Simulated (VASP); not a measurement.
Wanted: the native input for a VASP 6.6.1 run.

```
Task                   : relaxation of cell and atoms
Functional             : PBEsol
Potentials or basis    : VASP PAW PBE potentials, release 64 (Mg, B)
Cutoff                 : 600 eV
k mesh                 : 15 × 15 × 10
Occupations            : methfessel-paxton, width 0.1 eV
Spin                   : no spin polarisation
Target pressure        : 6.15 GPa
Further INCAR settings : ALGO = Normal; EDIFF = 1e-06; IBRION = 2; EDIFFG = -0.01; NSW = 90; ISIF = 3
Target pressure        : 6.15 GPa
```

The structure of MgB2 lies in POSCAR:

```
MgB2
1.0
    3.0850000000      0.0000000000      0.0000000000
   -1.5425000000      2.6716883707      0.0000000000
    0.0000000000      0.0000000000      3.5230000000
Mg B
1 2
Direct
    0.0000000000      0.0000000000      0.0000000000
    0.3333333333      0.6666666667      0.5000000000
    0.6666666667      0.3333333333      0.5000000000
```

One way to write it, as run:

INCAR

```
  PREC = Accurate
  ENCUT = 600
  EDIFF = 1E-6
  ISMEAR = 1
  SIGMA = 0.1
  LREAL = False
  LASPH = True
  NELM = 80
  ALGO = Normal
  ISIF = 3
  LWAVE = False
  LCHARG = False
  GGA = PS
  IBRION = 2
  NSW = 90
  EDIFFG = -0.01
  PSTRESS = 61.5
```

KPOINTS

```
regular mesh
0
Gamma
  15 15 10
```

Potentials or basis: VASP PAW PBE potentials, release 64 (Mg, B).

The run is started by

```console
$ cat potpaw_PBE.64/Mg/POTCAR potpaw_PBE.64/B/POTCAR > POTCAR
$ mpirun -np 1 vasp_std > vasp.out
```

Results of the run:

```yaml
Relaxed_volume: 9.12 Å³/atom
Relaxed_cell: a = 3.029 Å, b = 3.029 Å, c = 3.444 Å, α = 90.00°, β = 90.00°, γ = 120.00°
Space_group_after_relaxing_to_0.05_Å: P6/mmm (No. 191)
Energy_change_on_relaxing_the_enthalpy_is_what_falls: +4.5 meV/atom
Ionic_steps: 5
Pressure_after_relaxing: 6.2 GPa
Band_gap_on_the_k_mesh: none (metal or under the smearing width)
```

Caveat: the cell is relaxed towards a set pressure, so the enthalpy falls and the energy may rise; the PAW data sets were made with another functional, which shifts forces and pressure a little.

Run time: 79 s on 1 thread of AMD EPYC 9R14 (Zen 4), with other jobs on the host, peak memory 0.18 GiB.
